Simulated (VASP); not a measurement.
# Be3Se2O (Cmc2_1) in VASP: notebook

One crystal, Be3Se2O, is run at these levels: PBE; tasks: relaxation of cell and atoms.

Program: VASP 6.6.1. These are calculated values, not measurements. Logs are shortened: lines on timing, memory, paths and dates and some standing lists are left out, and cuts for length are marked.

### Step 1. Starting point

Symmetry: Cmc2_1, No. 36, orthorhombic system. The conventional cell has a = 10.180 Å, b = 5.734 Å, c = 5.436 Å, α = 90.00°, β = 90.00°, γ = 90.00°. Be (site symmetry 1) has 1 O at 1.67 Å as nearest neighbours. Be (site symmetry m) is surrounded by 2 O at 1.75 to 1.79 Å. Se (site symmetry 1) has 4 Be at 2.23 to 2.26 Å as nearest neighbours. O (site symmetry m) has 4 Be at 1.67 to 1.79 Å as nearest neighbours.

The cell was built by a generator and needn't be a form met in nature.

### Step 2. Relaxation of cell and atoms, PBE

The input, INCAR:

```
SYSTEM = Be3Se2O
PREC = Accurate
ENCUT = 520
EDIFF = 1E-6
ISMEAR = 0
SIGMA = 0.03
LREAL = .False.
LASPH = .True.
NELM = 120
ALGO = Normal
ISIF = 3
LWAVE = .False.
LCHARG = .False.
GGA = PE
IBRION = 2
NSW = 90
EDIFFG = -0.01
KPAR = 4
```

The input, KPOINTS:

```
Automatic mesh
0
Gamma
  6 6 6
  0 0 0
```

The input, POSCAR:

```
Be3Se2O
1.0
    5.0900000000     -2.8670000000      0.0000000000
    5.0900000000      2.8670000000      0.0000000000
    0.0000000000      0.0000000000      5.4360000000
Be Se O
6 4 2
Direct
    0.8396259000      0.4287434500      0.9137233300
    0.5712565500      0.1603741000      0.9137233300
    0.1100453400      0.8899546600      0.8278145700
    0.4287434500      0.8396259000      0.4137233300
    0.1603741000      0.5712565500      0.4137233300
    0.8899546600      0.1100453400      0.3278145700
    0.8355946300      0.4836588100      0.5066225200
    0.4836588100      0.8355946300      0.0066225200
    0.1644053700      0.5163411900      0.0066225200
    0.5163411900      0.1644053700      0.5066225200
    0.8529822100      0.1470177900      0.0007358400
    0.1470177900      0.8529822100      0.5007358400
```

Potentials or basis: VASP PAW PBE potentials, release 64 (Be, Se, O).

Launch:

```
> cat potpaw_PBE.64/Be/POTCAR potpaw_PBE.64/Se/POTCAR potpaw_PBE.64/O/POTCAR > POTCAR
> mpirun -np 4 vasp_std > vasp.out
```

OUTCAR:

```text
SYSTEM = Be3Se2O
   PREC = Accurate
   ENCUT = 520
   EDIFF = 1E-6
   ISMEAR = 0
   LREAL = .False.
   LASPH = .True.
   NELM = 120
   ISIF = 3
   GGA = PE
   IBRION = 2
   NSW = 90
   EDIFFG = -0.01

 ion  position               nearest neighbor table
   1  0.840  0.429  0.914-  11 1.67   7 2.23   8 2.26   9 2.26
   2  0.571  0.160  0.914-  11 1.67  10 2.23   9 2.26   8 2.26
   3  0.110  0.890  0.828-  11 1.75  12 1.79   8 2.26   9 2.26
   4  0.429  0.840  0.414-  12 1.67   8 2.23   7 2.26  10 2.26
   5  0.160  0.571  0.414-  12 1.67   9 2.23  10 2.26   7 2.26
   6  0.890  0.110  0.328-  12 1.75  11 1.79   7 2.26  10 2.26
   7  0.836  0.484  0.507-   1 2.23   6 2.26   4 2.26   5 2.26
   8  0.484  0.836  0.007-   4 2.23   3 2.26   1 2.26   2 2.26
   9  0.164  0.516  0.007-   5 2.23   3 2.26   2 2.26   1 2.26
  10  0.516  0.164  0.507-   2 2.23   6 2.26   5 2.26   4 2.26
  11  0.853  0.147  0.001-   1 1.67   2 1.67   3 1.75   6 1.79
  12  0.147  0.853  0.501-   4 1.67   5 1.67   6 1.75   3 1.79

  LATTYP: Found a base centered orthorhombic cell.
 ALAT       =     5.7340000000
 B/A-ratio  =     1.7753749564
 C/A-ratio  =     0.9480292989

  Lattice vectors:

 A1 = (  -5.0900000000,  -2.8670000000,   0.0000000000)
 A2 = (   5.0900000000,  -2.8670000000,   0.0000000000)
 A3 = (   0.0000000000,   0.0000000000,   5.4360000000)

Analysis of symmetry for initial positions (statically):
=====================================================================
 Subroutine PRICEL returns:
 Original cell was already a primitive cell.

 Routine SETGRP: Setting up the symmetry group for a
 base centered orthorhombic supercell.

 Subroutine GETGRP returns: Found  4 space group operations
 (whereof  2 operations were pure point group operations)
 out of a pool of  8 trial point group operations.

The static configuration has the point symmetry C_1h.
 The point group associated with its full space group is C_2v.

Analysis of symmetry for dynamics (positions and initial velocities):
=====================================================================
 Subroutine PRICEL returns:
 Original cell was already a primitive cell.

 Routine SETGRP: Setting up the symmetry group for a
 base centered orthorhombic supercell.

 Subroutine GETGRP returns: Found  4 space group operations
 (whereof  2 operations were pure point group operations)
 out of a pool of  8 trial point group operations.

The dynamic configuration has the point symmetry C_1h.
 The point group associated with its full space group is C_2v.

 Subroutine INISYM returns: Found  4 space group operations
 (whereof  2 operations are pure point group operations),
 and found     1 'primitive' translations

----------------------------------------------------------------------------------------

                                     Primitive cell

  volume of cell :     158.6554

  direct lattice vectors                    reciprocal lattice vectors
     5.090000000 -2.867000000  0.000000000     0.098231827 -0.174398326  0.000000000
     5.090000000  2.867000000  0.000000000     0.098231827  0.174398326  0.000000000
     0.000000000  0.000000000  5.436000000     0.000000000  0.000000000  0.183958793

  length of vectors
     5.841899434  5.841899434  5.436000000     0.200160605  0.200160605  0.183958793

  position of ions in fractional coordinates (direct lattice)
     0.839625900  0.428743450  0.913723330
     0.571256550  0.160374100  0.913723330
     0.110045340  0.889954660  0.827814570
     0.428743450  0.839625900  0.413723330
     0.160374100  0.571256550  0.413723330
     0.889954660  0.110045340  0.327814570
     0.835594630  0.483658810  0.506622520
     0.483658810  0.835594630  0.006622520
     0.164405370  0.516341190  0.006622520
     0.516341190  0.164405370  0.506622520
     0.852982210  0.147017790  0.000735840
     0.147017790  0.852982210  0.500735840

  ion indices of the primitive-cell ions
   primitive index   ion index
                 1           1
                 2           2
                 3           3
                 4           4
                 5           5
                 6           6
                 7           7
                 8           8
                 9           9
                10          10
                11          11
                12          12

----------------------------------------------------------------------------------------

 KPOINTS: Automatic mesh

Automatic generation of k-mesh.
 Grid dimensions read from file:
 generate k-points for:    6    6    6

 Generating k-lattice:

  Cartesian coordinates                     Fractional coordinates (reciprocal lattice)
     0.016371971 -0.029066388  0.000000000     0.166666667 -0.000000000  0.000000000
     0.016371971  0.029066388  0.000000000    -0.000000000  0.166666667  0.000000000
     0.000000000  0.000000000  0.030659799     0.000000000  0.000000000  0.166666667

  Length of vectors
     0.033360101  0.033360101  0.030659799

  Shift w.r.t. Gamma in fractional coordinates (k-lattice)
     0.000000000  0.000000000  0.000000000

 Subroutine IBZKPT returns following result:
 ===========================================

 Found     52 irreducible k-points:

 Following reciprocal coordinates:
            Coordinates               Weight
  0.000000  0.000000  0.000000      1.000000
  0.166667  0.000000  0.000000      4.000000
  0.333333  0.000000  0.000000      4.000000
  0.500000 -0.000000  0.000000      2.000000
  0.166667  0.166667  0.000000      2.000000
  0.333333  0.166667  0.000000      4.000000
[... 16 lines left out ...]
  0.333333  0.333333  0.166667      4.000000
  0.500000  0.333333  0.166667      8.000000
 [... further k-points ...]
   k-points           NKPTS =     52   k-points in BZ     NKDIM =     52   number of bands    NBANDS=     31
   number of dos      NEDOS =    301   number of ions     NIONS =     12
   total plane-waves  NPLWV =  92160
   dimension x,y,z NGX =    48 NGY =   48 NGZ =   40
   dimension x,y,z NGXF=    96 NGYF=   96 NGZF=   80
   ions per type =               6   4   2
   NGX,Y,Z   is equivalent  to a cutoff of  13.66, 13.66, 12.23 a.u.
   NGXF,Y,Z  is equivalent  to a cutoff of  27.32, 27.32, 24.47 a.u.
 SYSTEM =  Be3Se2O
   PREC   = accura    normal or accurate (medium, high low for compatibility)
   ISTART =      0    job   : 0-new  1-cont  2-samecut
   ICHARG =      2    charge: 1-file 2-atom 10-const
   ISPIN  =      1    spin polarized calculation?
   LNONCOLLINEAR =      F non collinear calculations
   LSORBIT =      F    spin-orbit coupling
   LASPH  =      T    aspherical Exc in radial PAW
   ENCUT  =  520.0 eV  38.22 Ry    6.18 a.u.  10.86 10.86 10.11*2*pi/ulx,y,z
   NELM   =    120;   NELMIN=  2; NELMDL= -5     # of ELM steps
   EDIFF  = 0.1E-05   stopping-criterion for ELM
   LREAL  =      F    real-space projection
   EDIFFG = -.1E-01   stopping-criterion for IOM
   NSW    =     90    number of steps for IOM
   IBRION =      2    ionic relax: 0-MD 1-quasi-New 2-CG
   NFREE  =      1    steps in history (QN), initial steepest desc. (CG)
   ISIF   =      3    stress and relaxation
   ISYM   =      2    0-nonsym 1-usesym 2-fastsym
   POTIM  = 0.5000    time-step for ionic-motion
   TEBEG  =    0.0;   TEEND  =   0.0 temperature during run
   PSTRESS=    0.0 pullay stress
   NELECT =      48.0000    total number of electrons
   NUPDOWN=      -1.0000    fix difference up-down
   EMIN   =  10.00;   EMAX   =-10.00  energy-range for DOS
   EFERMI =   0.00;   METHOD = LEGACY
   ISMEAR =     0;   SIGMA  =   0.03  broadening in eV -4-tet -1-fermi 0-gaus
   EFERMI_NEDOS =   21; number of points for ismear=-14 and -15
   IALGO  =     38    algorithm
   IMIX   =      4    mixing-type and parameters
     AMIX     =   0.40;   BMIX     =  1.00
     AMIX_MAG =   1.60;   BMIX_MAG =  1.00
  volume/ion in A,a.u.               =      13.22        89.22
  Fermi-wavevector in a.u.,A,eV,Ry     =   1.099015  2.076837 16.433578  1.207834
  Thomas-Fermi vector in A             =   2.235402
   LORBIT       =      0    0 simple, 1 ext, 2 COOP (PROOUT), +10 PAW based schemes
   GGA     = PE    functional components
   LHFCALC =     F    Hartree Fock is set to
   AEXX    =    0.0000 exact exchange contribution
   IVDW    =     0    specifies the selected vdW correction
   LEPSILON=     F    determine dielectric tensor
   LRPA    =     F    only Hartree local field effects (RPA)
 conjugate gradient relaxation of ions
 non-spin polarized calculation
 Gauss-broadening in eV      SIGMA  =   0.03
  energy-cutoff  :      520.00
  volume of cell :      158.66
 maximum number of plane-waves:      4304
 NGX is ok and might be reduce to    48
   NGX = 21   NGY = 21   NGZ = 21

--------------------------------------- Ionic step        1  -------------------------------------------

 number of electron      47.9999991 magnetization

 Free energy of the ion-electron system (eV)
  ---------------------------------------------------
  ext. energy  EPLUGINS =         0.00000000
  ---------------------------------------------------
  free energy    TOTEN  =       -61.43323128 eV

  energy without entropy =      -61.43323128  energy(sigma->0) =      -61.43323128

------------------------ aborting loop because EDIFF is reached ----------------------------------------

  FORCE on cell =-STRESS in cart. coord.  units (eV):
  Direction    XX          YY          ZZ          XY          YZ          ZX
  --------------------------------------------------------------------------------------
  -------------------------------------------------------------------------------------
  Total       -0.2333327      0.2154204      0.2610563      0.0000000      0.0000000      0.0000000
  in kB       -2.3563039      2.1754172      2.6362698      0.0000000      0.0000000      0.0000000
  external PRESSURE =       0.8184610 kB  Pullay stress =       0.0000000 kB
[... 123 lines left out ...]
  energy  without entropy=      -61.4348466359  energy(sigma->0) =      -61.43484664

--------------------------------------- Ionic step        4  -------------------------------------------

 number of electron      47.9999991 magnetization

 Free energy of the ion-electron system (eV)
  ---------------------------------------------------
  ext. energy  EPLUGINS =         0.00000000
  ---------------------------------------------------
  free energy    TOTEN  =       -61.43499577 eV

  energy without entropy =      -61.43499577  energy(sigma->0) =      -61.43499577

 E-fermi :   4.4678     XC(G=0):  -9.9800

 val. band max:        4.3070890409   @ k =  -0.3333   0.3333   0.0000
 cond. band min:       7.3040724090   @ k =  -0.3333   0.3333   0.3333
 fundamental gap:      2.9969833681
 Fermi energy:         4.4677862040

 k-point     1 :       0.0000    0.0000    0.0000
  band No.  band energies     occupation
      1     -15.3301      2.00000
      2     -15.1485      2.00000
      3      -9.4055      2.00000
      4      -7.9359      2.00000
      5      -7.4700      2.00000
      6      -7.4357      2.00000
[... 805 lines left out ...]
     30       9.8386      0.00000
     31      10.3031      0.00000

 [... further k-points ...]
[... 5 lines left out ...]
  --------------------------------------------------------------------------------------
  -------------------------------------------------------------------------------------
  Total        0.0263603      0.0331470      0.0181136      0.0000000      0.0000000      0.0000000
  in kB        0.2659946      0.3344784      0.1827795      0.0000000      0.0000000      0.0000000
  external PRESSURE =       0.2610842 kB  Pullay stress =       0.0000000 kB
[... 27 lines left out ...]
  FREE ENERGIE OF THE ION-ELECTRON SYSTEM (eV)
  ---------------------------------------------------
  free  energy   TOTEN  =       -61.4349957683 eV

  energy  without entropy=      -61.4349957683  energy(sigma->0) =      -61.43499577

 reached required accuracy - stopping structural energy minimisation
```

Wall time 2.1 min (4 MPI ranks of Intel Xeon 6975P-C (Granite Rapids), shared host); peak memory 0.44 GiB.

Results:

* Free energy: -61.4350 eV
* Relaxed volume: 13.23 Å³/atom
* Relaxed cell: a = 5.833 Å, b = 5.833 Å, c = 5.445 Å, α = 90.00°, β = 90.00°, γ = 58.98°
* Space group after relaxing (to 0.05 Å): Cmc2_1 (No. 36)
* Energy gained by relaxing: 0.1 meV/atom
* Ionic steps: 4
* Pressure after relaxing: 0.0 GPa
* Largest force after relaxing: 0.008 eV/Å
* Band gap on the k mesh: 3.00 eV, indirect (least direct gap 3.27 eV)

Forces in eV/Å, atoms in the order of the input:
```
Be   0.004  0.005  0.000
Be  -0.004  0.005  0.000
Be   0.000  0.001  0.003
Be   0.004 -0.005  0.000
Be  -0.004 -0.005  0.000
Be   0.000 -0.001  0.003
Se   0.008  0.001 -0.001
Se   0.008 -0.001 -0.001
Se  -0.008 -0.001 -0.001
Se  -0.008  0.001 -0.001
O    0.000  0.000  0.001
O    0.000  0.000  0.001
```

The path:
| step | energy change (eV) | largest force (eV/Å) | pressure (GPa) | volume (Å³) |
| --- | --- | --- | --- | --- |
| 1 | 0.0000 | 0.0450 | 0.08 | 158.66 |
| 2 | -0.0012 | 0.0256 | -0.01 | 158.81 |
| 3 | -0.0016 | 0.0203 | -0.09 | 158.96 |
| 4 | -0.0018 | 0.0080 | 0.03 | 158.78 |

Final structure:
```xyz
12
Lattice="5.0776 -2.8717 0.0000 5.0776 2.8717 0.0000 0.0000 0.0000 5.4446" Properties=species:S:1:pos:R:3 pbc="T T T"
Be    6.4375   -1.1759    4.9740
Be    3.7177   -1.1759    4.9740
Be    5.0776    2.2427    4.5063
Be    6.4375    1.1759    2.2517
Be    3.7177    1.1759    2.2517
Be    5.0776   -2.2427    1.7840
Se    6.6974   -1.0080    2.7617
Se    6.6974    1.0080    0.0394
Se    3.4578    1.0080    0.0394
Se    3.4578   -1.0080    2.7617
O     5.0776   -2.0299    5.4445
O     5.0776    2.0299    2.7222
```

### Step 3. Relaxation of cell and atoms, PBE

Changes to INCAR since step 2:

```diff
@@ -3,3 +3,3 @@
 ENCUT = 520
-EDIFF = 1E-6
+EDIFF = 1E-7
 ISMEAR = 0
@@ -15,4 +15,5 @@
 IBRION = 2
-NSW = 90
-EDIFFG = -0.01
+NSW = 60
+EDIFFG = -0.005
+POTIM = 0.3
 KPAR = 4
```

KPOINTS is that of step 2.

The input, POSCAR:

```
Be3Se2O                                 
1.0
    5.0775726023     -2.8716917357      0.0000000000
    5.0775726023      2.8716917357      0.0000000000
    0.0000000000      0.0000000000      5.4445669011
  Be              Se              O             
     6     4     2
Direct
     0.8386491425502924    0.4291761483185919    0.9135627600490430
     0.5708238516814081    0.1613508574497076    0.9135627600490430
     0.1095160313027210    0.8904839686972790    0.8276647153694340
     0.4291761483185919    0.8386491425502924    0.4135627600490430
     0.1613508574497076    0.5708238516814081    0.4135627600490430
     0.8904839686972790    0.1095160313027210    0.3276647153694339
     0.8350189103014453    0.4839895958393546    0.5072325344026959
     0.4839895958393546    0.8350189103014453    0.0072325344026958
     0.1649810896985547    0.5160104041606454    0.0072325344026958
     0.5160104041606454    0.1649810896985547    0.5072325344026959
     0.8534387500911217    0.1465612499088784    0.9999868057270945
     0.1465612499088784    0.8534387500911217    0.4999868057270945
```

Potentials or basis: VASP PAW PBE potentials, release 64 (Be, Se, O).

Launch:

```
> cat potpaw_PBE.64/Be/POTCAR potpaw_PBE.64/Se/POTCAR potpaw_PBE.64/O/POTCAR > POTCAR
> mpirun -np 4 vasp_std > vasp.out
```

Wall time 83 s (4 MPI ranks of Intel Xeon 6975P-C (Granite Rapids), shared host); peak memory 0.43 GiB.

The run converged. Its results:

| Quantity | Value |
| --- | --- |
| Free energy | -61.4350 eV |
| Relaxed volume | 13.23 Å³/atom |
| Relaxed cell | a = 5.834 Å, b = 5.834 Å, c = 5.445 Å, α = 90.00°, β = 90.00°, γ = 58.98° |
| Space group after relaxing (to 0.05 Å) | Cmc2_1 (No. 36) |
| Energy gained by relaxing | 0.0 meV/atom |
| Ionic steps | 2 |
| Pressure after relaxing | 0.0 GPa |
| Largest force after relaxing | 0.004 eV/Å |
| Band gap on the k mesh | 3.00 eV, indirect (least direct gap 3.28 eV) |

Forces in eV/Å, atoms in the order of the input:
```
Be   0.002  0.003  0.000
Be  -0.002  0.003  0.000
Be   0.000  0.001  0.003
Be   0.002 -0.003  0.000
Be  -0.002 -0.003  0.000
Be   0.000 -0.001  0.003
Se   0.004  0.001 -0.001
Se   0.004 -0.001 -0.001
Se  -0.004 -0.001 -0.001
Se  -0.004  0.001 -0.001
O    0.000  0.001 -0.001
O    0.000 -0.001 -0.001
```

Final structure:
```
Be Se O
1.0
     5.07805   -2.87196    0.00000
     5.07805    2.87196    0.00000
     0.00000    0.00000    5.44496
Be Se O
6 4 2
Direct
  0.83864 0.42921 0.91356
  0.57079 0.16136 0.91356
  0.10951 0.89049 0.82768
  0.42921 0.83864 0.41356
  0.16136 0.57079 0.41356
  0.89049 0.10951 0.32768
  0.83503 0.48402 0.50722
  0.48402 0.83503 0.00722
  0.16497 0.51598 0.00722
  0.51598 0.16497 0.50722
  0.85344 0.14656 0.99999
  0.14656 0.85344 0.49999
```

Levels at points of the mesh, in eV from the valence-band top:
```tsv
k point	band 22	band 23	band 24	band 25	band 26	band 27
(0.00, 0.00, 0.00)	-0.91	-0.51	-0.50	3.46	3.64	3.66
(0.50, 0.00, 0.00)	-1.01	-0.97	-0.67	3.73	4.25	5.21
(0.50, 0.50, 0.00)	-1.64	-0.24	-0.23	3.11	4.33	4.66
(0.00, 0.00, 0.50)	-1.12	-0.14	-0.14	3.77	3.77	5.43
(0.50, 0.00, 0.50)	-1.31	-1.09	-1.09	3.62	3.62	4.17
(0.50, 0.50, 0.50)	-1.35	-1.14	-1.14	3.50	3.50	4.46
```

A k mesh can miss the band edges.
